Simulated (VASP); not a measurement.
# Relaxed cell of Si2W: a test of cutoff and mesh, part 2 of 2

How far does the relaxed cell of Si2W depend on cutoff and k mesh? The starting structure is a measured crystal structure from the Crystallography Open Database. The first relaxation on each setting starts from this cell expanded by 3 % in volume.

VASP 6.6.1.

Results so far: reference 13.35 Å³ an atom; a cutoff of 250 eV 13.33 Å³ an atom; a 6×6×6 mesh 13.34 Å³ an atom.

## (5) Relaxation with a cutoff of 600 eV

Level of this step: PBEsol; plane waves and PAW (W, Si) (VASP).

Against step 2 the input has ENCUT = 600. This run starts from the cell of an earlier relaxation, which isn't shown; the restart sets up the plane waves anew.

The input, INCAR:

```
SYSTEM = Si2W
PREC = Accurate
ENCUT = 600
EDIFF = 1E-06
NELM = 100
ISMEAR = 0
SIGMA = 0.05
LREAL = .FALSE.
ALGO = Normal
GGA = PS
NBANDS = 13
LASPH = .TRUE.
LORBIT = 11
LWAVE = .FALSE.
LCHARG = .FALSE.
KPAR = 4
IBRION = 2
NSW = 50
ISIF = 3
EDIFFG = -0.006
```

The input, POSCAR:

```
Si2W
1.0
    0.0000000000     -3.2011352262      0.0000000000
   -3.2011352262      0.0000000000      0.0000000000
    1.6005676131     -1.6005676131     -3.9074432157
W Si
1 2
Direct
    0.0000000000      0.0000000000      0.0000000000
    0.6655960840      0.3344039160      0.6688078321
    0.3344039160      0.6655960840      0.3311921679
```

The input, KPOINTS:

```
Automatic mesh
0
Gamma
12 12 12
0 0 0
```

Potentials, in the order of the species: W and Si (PBE family, release 64).

Started as:

```console
$ mpirun -np 4 vasp_std
```

The log of the run:

```text
[... set-up lines as in an earlier step ...]
 entering main loop
       N       E                     dE             d eps       ncg     rms          rms(c)
DAV:   1     0.336054118259E+02    0.33605E+02   -0.66167E+03  4238   0.106E+03
DAV:   2    -0.246511720367E+02   -0.58257E+02   -0.53092E+02  5154   0.205E+02
DAV:   3    -0.275686663634E+02   -0.29175E+01   -0.28113E+01  5720   0.358E+01
DAV:   4    -0.276149080211E+02   -0.46242E-01   -0.46196E-01  5122   0.508E+00
[...]
DAV:  10    -0.267248881299E+02    0.34271E-04   -0.31701E-04  5386   0.113E-01    0.558E-02
DAV:  11    -0.267248720230E+02    0.16107E-04   -0.48361E-05  5391   0.491E-02    0.206E-02
DAV:  12    -0.267248722039E+02   -0.18087E-06   -0.15952E-06  3787   0.101E-02
   1 F= -.26724872E+02 E0= -.26724752E+02  d E =-.267249E+02
[...]
reached required accuracy - stopping structural energy minimisation
```

It took 27 s on 4 MPI ranks of AMD EPYC 7R43, shared host; peak memory 0.9 GiB; 1.7 min of CPU time.

OUTCAR, selected parts (step 5):

```text
  Total       -0.0051364     -0.0051364      0.0098749      0.0000000     -0.0000000      0.0000000
  in kB       -0.2055266     -0.2055266      0.3951311      0.0000000     -0.0000000      0.0000000
  external PRESSURE =      -0.0053073 kB  Pullay stress =       0.0000000 kB

 POSITION                                       TOTAL-FORCE (eV/Angst)
 -----------------------------------------------------------------------------------
      0.00000      0.00000      0.00000         0.000000      0.000000      0.000000
      0.00000     -3.20114     -2.61333         0.000000     -0.000000     -0.000228
     -1.60057     -1.60057     -1.29411        -0.000000      0.000000      0.000228
 -----------------------------------------------------------------------------------
    total drift:                               -0.000000      0.000000     -0.000000

  FREE ENERGIE OF THE ION-ELECTRON SYSTEM (eV)
  ---------------------------------------------------
  free  energy   TOTEN  =       -26.7248722039 eV

  energy  without entropy=      -26.7246310491  energy(sigma->0) =      -26.72475163

[... 2 parts as in an earlier step ...]

[... 2 further parts left out ...]
[key lines of the parts left out:]
E-fermi :  10.6168
```

With a cutoff of 600 eV the cell ends at 13.347 Å³ an atom, +0.01 % from the reference.

## (6) Relaxation with a 16×16×16 mesh

Against step 2 the input has a 16×16×16 mesh. This run starts from the cell of an earlier relaxation, which isn't shown; the restart sets up the plane waves anew.

Edit INCAR of step 5 so:

```diff
@@ -2,3 +2,3 @@
 PREC = Accurate
-ENCUT = 600
+ENCUT = 450
 EDIFF = 1E-06
```

The input, POSCAR:

```
Si2W
1.0
    0.0000000000     -3.2012299628      0.0000000000
   -3.2012299628      0.0000000000      0.0000000000
    1.6006149815     -1.6006149815     -3.9069996303
W Si
1 2
Direct
    0.0000000000      0.0000000000      0.0000000000
    0.6655516133      0.3344483867      0.6688967734
    0.3344483867      0.6655516133      0.3311032266
```

The input, KPOINTS:

```
Automatic mesh
0
Gamma
16 16 16
0 0 0
```

Started as:

```console
$ mpirun -np 4 vasp_std
```

The log of the run:

```text
[... set-up lines as in an earlier step ...]
 entering main loop
       N       E                     dE             d eps       ncg     rms          rms(c)
DAV:   1     0.213769390177E+02    0.21377E+02   -0.55353E+03  9242   0.830E+02
DAV:   2    -0.255530407547E+02   -0.46930E+02   -0.42922E+02 11501   0.174E+02
DAV:   3    -0.275884002735E+02   -0.20354E+01   -0.19709E+01 12278   0.298E+01
DAV:   4    -0.276140412640E+02   -0.25641E-01   -0.25585E-01 10953   0.390E+00
[...]
DAV:  10    -0.267249486574E+02    0.35357E-04   -0.32395E-04 11520   0.113E-01    0.575E-02
DAV:  11    -0.267249315413E+02    0.17116E-04   -0.49137E-05 11349   0.487E-02    0.211E-02
DAV:  12    -0.267249317219E+02   -0.18069E-06   -0.15909E-06  8262   0.988E-03
   1 F= -.26724932E+02 E0= -.26724779E+02  d E =-.267249E+02
[...]
reached required accuracy - stopping structural energy minimisation
```

It took 32 s on 4 MPI ranks; peak memory 0.94 GiB; 2.1 min of CPU time.

OUTCAR, selected parts (step 6):

```text
  Total       -0.0028683     -0.0028683      0.0099260      0.0000000      0.0000000     -0.0000000
  in kB       -0.1147779     -0.1147779      0.3971973      0.0000000      0.0000000     -0.0000000
  external PRESSURE =       0.0558805 kB  Pullay stress =       0.0000000 kB

 POSITION                                       TOTAL-FORCE (eV/Angst)
 -----------------------------------------------------------------------------------
      0.00000      0.00000      0.00000        -0.000000      0.000000      0.000000
      0.00000     -3.20123     -2.61338        -0.000000      0.000000      0.000383
     -1.60061     -1.60061     -1.29362         0.000000     -0.000000     -0.000383
 -----------------------------------------------------------------------------------
    total drift:                               -0.000000      0.000000      0.000000

  FREE ENERGIE OF THE ION-ELECTRON SYSTEM (eV)
  ---------------------------------------------------
  free  energy   TOTEN  =       -26.7249317219 eV

  energy  without entropy=      -26.7246264897  energy(sigma->0) =      -26.72477911

[... 1 part as in an earlier step ...]

[... 3 further parts left out ...]
[key lines of the parts left out:]
E-fermi :  10.5619
```

With a 16×16×16 mesh the cell ends at 13.346 Å³ an atom, +0.00 % from the reference.

## (7) The runs compared

```csv
run,volume (Å³/atom),change (%),pressure left (GPa),core minutes
reference,13.346,-,0.01,9.13
a cutoff of 250 eV,13.331,-0.11,-0.01,3.83
a 6×6×6 mesh,13.341,-0.04,0.01,2.32
a cutoff of 600 eV,13.347,0.01,0.0,11.7
a 16×16×16 mesh,13.346,0.0,0.01,12.5
```

Core minutes are wall time times ranks, summed over the relaxations behind a row (those for a bulk modulus apart), on shared hosts.

## (8) Outcome

```json
{"volume of the reference": "13.35 Å³/atom", "volume against the reference, a cutoff of 250 eV": "-0.11 %", "volume against the reference, a 6×6×6 mesh": "-0.04 %", "volume against the reference, a cutoff of 600 eV": "+0.01 %", "volume against the reference, a 16×16×16 mesh": "+0.00 %"}
```

The volume moves most with a cutoff of 250 eV: -0.11 % against the reference (450 eV, 12×12×12 mesh). On finer settings it changes by +0.01 % with a cutoff of 600 eV and +0.00 % with a 16×16×16 mesh. Further runs on this material are not shown.

[Lines on the potential files, build, host, timing and source positions are cut from VASP's logs without a mark.]

[Logs are printed without paths, hosts, clocks, repeated set-up lines and the standing remarks that a program may print on its own settings, such as how far it seeks lower states.]

[Hosts, paths, dates, database ids (printed as entryN), source tags and the programs' standing remarks are cut or masked in the printed files.]
